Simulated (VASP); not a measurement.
Method: PBEsol GGA, VASP's PBE PAW potentials (set 64) (plane waves; VASP 6.6.1).

A VASP calculation is set up with these files.

KPOINTS:
```
Automatic
0
Gamma
8 8 8
```

POSCAR:
```
PbSe
1
    0.0000000000     2.7666571612     2.7666571612
    2.7666571612     0.0000000000     2.7666571612
    2.7666571612     2.7666571612     0.0000000000
Pb Se
1 1
Direct
  0.0000000000   0.0000000000   0.0000000000
  0.5000000000   0.5000000000   0.5000000000
```

INCAR:
```
! general
SYSTEM  = PbSe
PREC    = Accurate
ENCUT   = 500
LREAL   = F   ! projection in real space or not
LASPH   = T   ! aspherical one-centre terms

! electronic loop
EDIFF   = 1E-6
NELM    = 100
ALGO    = Normal   ! blocked Davidson
LMAXMIX = 4   ! l cut-off of mixed one-centre charges

! smearing
ISMEAR  = 0
SIGMA   = 0.05   ! width (eV)

! functional
GGA     = PS

! ions
IBRION  = 2
NSW     = 40   ! most ionic steps
ISIF    = 3
EDIFFG  = -0.02
PSTRESS = 450   ! kbar

! output
LWAVE   = F
LCHARG  = F
```

POTCAR, in this order: Pb_d Se (PBE.64 set). Program: vasp_std.

Energy and stress use the plane-wave basis of the starting cell.

Problem. Estimate the energy per atom (σ→0), volume per atom.

Solution. 
```
Item                           Result
---------------------  --------------
energy per atom (σ→0)  -3.578 eV/atom
volume per atom         19.60 Å³/atom
```

**OSZICAR**
```
...
       N       E                     dE             d eps       ncg     rms          rms(c)
DAV:   1    -0.715672791672E+01    0.19437E-01   -0.18308E-02  1016   0.304E+00    0.140E-01
DAV:   2    -0.715622384346E+01    0.50407E-03   -0.10574E-03   992   0.822E-01    0.499E-02
DAV:   3    -0.715613719361E+01    0.86650E-04   -0.35770E-04  1004   0.431E-01    0.641E-03
DAV:   4    -0.715613898715E+01   -0.17935E-05   -0.10939E-05   872   0.416E-02    0.311E-03
DAV:   5    -0.715614004626E+01   -0.10591E-05   -0.73907E-07   478   0.159E-02    0.141E-03
DAV:   6    -0.715614034804E+01   -0.30178E-06   -0.35332E-07   406   0.810E-03
   7 F= 0.38562703E+01 E0= 0.38562703E+01  d E =-.171823E-04
```

The structure was generated: PbSe was put into the rock salt type (Fm-3m), which need not be its known phase. This run relaxes it under an external pressure of 45 GPa. Symmetry was kept, so distortions that lower it aren't found.
